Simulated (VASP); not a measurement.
Consider the following.

```xyz
6
Lattice="3.5865 0.0000 0.0000 0.0000 3.5865 0.0000 0.0000 0.0000 10.1593" Properties=species:S:1:pos:R:3 pbc="T T T"
Zn     0.0000     3.5865     0.0000
Zn     1.7932     1.7932     5.0797
Cl     1.7932     3.5865     1.3466
Cl     1.7932     3.5865     6.4263
Cl     0.0000     1.7932     3.7331
Cl     0.0000     1.7932     8.8127
```

These are LDA (Ceperley-Alder, Perdew-Zunger), VASP's LDA PAW potentials (set 64) (plane waves; VASP 6.6.1) values and carry that method's errors. Run with 400 eV cut-off, 6×6×3 Γ-centred mesh, Gaussian smearing of 0.010 eV, potentials Zn Cl.

Question: Give the electronic dielectric tensor ε∞ (DFPT, local fields included).

Answer: 
```
3.54  0.00  0.00
0.00  3.54  0.00
0.00  0.00  3.33
```

Question: Give the Born effective charges.

Answer: 
```
atom   Z*xx   Z*yy   Z*zz   mean
----  -----  -----  -----  -----
Zn1    2.11   2.11   1.59   1.94
Zn2    2.11   2.11   1.59   1.94
Cl3   -1.59  -0.52  -0.80  -0.97
Cl4   -0.52  -1.59  -0.80  -0.97
Cl5   -1.59  -0.52  -0.80  -0.97
Cl6   -0.52  -1.59  -0.80  -0.97
```

Question: And the static tensor with the ions free?

Answer: 
```
7.29  0.00  0.00
0.00  7.29  0.00
0.00  0.00  3.97
```

Question: Which frequencies do the optical Γ-point modes have (no LO-TO splitting)?

Answer: 43 (×2), 66, 81 (×2), 91 (×2), 250, 262, 278 (×2), 287 (×2), 296, 326 cm⁻¹.

The structure comes from a computed database's ZnCl2 entry (P4_2/nmc); how it stands against other phases isn't given here. It was relaxed first, which changed the volume by -12 %.
